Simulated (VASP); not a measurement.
Here is the system:

```yaml
crystal:
  lattice:
    - [5.28200, 0.00000, 0.00000]
    - [-2.64100, 4.57435, 0.00000]
    - [0.00000, 0.00000, 4.32800]
  atoms:
    - { symbol: Ir, position: [0.33333, 0.66667, 0.00000] }
    - { symbol: Ir, position: [0.66667, 0.33333, 0.00000] }
    - { symbol: Ir, position: [0.50000, 0.00000, 0.50000] }
    - { symbol: Ir, position: [0.50000, 0.50000, 0.50000] }
    - { symbol: Ir, position: [0.00000, 0.50000, 0.50000] }
    - { symbol: Ce, position: [0.00000, 0.00000, 0.00000], spin: 1.0 }
```

All values below come from PBEsol GGA, VASP's PBE PAW potentials (set 64) (plane waves; VASP 6.6.1). Settings: 300 eV cut-off, 5×5×5 Γ-centred mesh, Fermi-Dirac smearing of 0.10 eV, potentials Ir Ce.

### Question
Give the spin-up energies of bands 21 to 34 at the high-symmetry points, in eV from the Fermi level.

### Answer

| band | Γ | M | K | A | L | H |
|---|---|---|---|---|---|---|
| 21 | -1.59 | -1.81 | -1.81 | -1.75 | -2.42 | -1.72 |
| 22 | -1.59 | -1.29 | -1.65 | -1.75 | -1.97 | -1.68 |
| 23 | -0.78 | -1.28 | -1.34 | -0.85 | -1.64 | -1.68 |
| 24 | -0.78 | -1.04 | -1.34 | -0.53 | -0.74 | -1.56 |
| 25 | -0.60 | -1.01 | -1.03 | -0.53 | -0.72 | -0.98 |
| 26 | -0.23 | -0.94 | -0.79 | -0.23 | -0.64 | -0.83 |
| 27 | -0.23 | -0.71 | -0.79 | 0.13 | -0.62 | -0.34 |
| 28 | 0.04 | -0.66 | -0.65 | 0.13 | -0.10 | -0.34 |
| 29 | 0.38 | -0.41 | -0.23 | 0.20 | 0.17 | 0.06 |
| 30 | 0.48 | -0.33 | -0.23 | 0.20 | 0.27 | 0.59 |
| 31 | 0.48 | 0.69 | 0.63 | 0.65 | 0.41 | 0.59 |
| 32 | 0.71 | 0.74 | 0.75 | 0.89 | 0.59 | 0.61 |
| 33 | 0.76 | 0.76 | 0.80 | 0.89 | 0.61 | 0.74 |
| 34 | 0.76 | 0.83 | 0.80 | 0.89 | 0.72 | 0.77 |

### Question
Give the spin-down energies of bands 21 to 34 at the high-symmetry points, in eV from the Fermi level.

### Answer

```json
[
 {"band": "21", "Γ": "-1.59", "M": "-1.81", "K": "-1.81", "A": "-1.75", "L": "-2.42", "H": "-1.72"},
 {"band": "22", "Γ": "-1.59", "M": "-1.29", "K": "-1.65", "A": "-1.75", "L": "-1.97", "H": "-1.68"},
 {"band": "23", "Γ": "-0.78", "M": "-1.28", "K": "-1.34", "A": "-0.85", "L": "-1.64", "H": "-1.68"},
 {"band": "24", "Γ": "-0.78", "M": "-1.04", "K": "-1.34", "A": "-0.53", "L": "-0.74", "H": "-1.56"},
 {"band": "25", "Γ": "-0.60", "M": "-1.01", "K": "-1.03", "A": "-0.53", "L": "-0.72", "H": "-0.98"},
 {"band": "26", "Γ": "-0.23", "M": "-0.94", "K": "-0.79", "A": "-0.23", "L": "-0.64", "H": "-0.83"},
 {"band": "27", "Γ": "-0.23", "M": "-0.71", "K": "-0.79", "A": "0.13", "L": "-0.62", "H": "-0.34"},
 {"band": "28", "Γ": "0.04", "M": "-0.66", "K": "-0.65", "A": "0.13", "L": "-0.10", "H": "-0.34"},
 {"band": "29", "Γ": "0.38", "M": "-0.41", "K": "-0.23", "A": "0.20", "L": "0.17", "H": "0.06"},
 {"band": "30", "Γ": "0.48", "M": "-0.33", "K": "-0.23", "A": "0.20", "L": "0.27", "H": "0.59"},
 {"band": "31", "Γ": "0.48", "M": "0.69", "K": "0.63", "A": "0.65", "L": "0.41", "H": "0.59"},
 {"band": "32", "Γ": "0.71", "M": "0.74", "K": "0.75", "A": "0.89", "L": "0.59", "H": "0.61"},
 {"band": "33", "Γ": "0.76", "M": "0.76", "K": "0.80", "A": "0.89", "L": "0.61", "H": "0.74"},
 {"band": "34", "Γ": "0.76", "M": "0.83", "K": "0.80", "A": "0.89", "L": "0.72", "H": "0.77"}
]
```

It has no gap at this level: it comes out as a metal or semimetal.

The structure comes from a measured CeIr5 entry of the Crystallography Open Database, whose conditions weren't checked. The cell was not relaxed at this level.
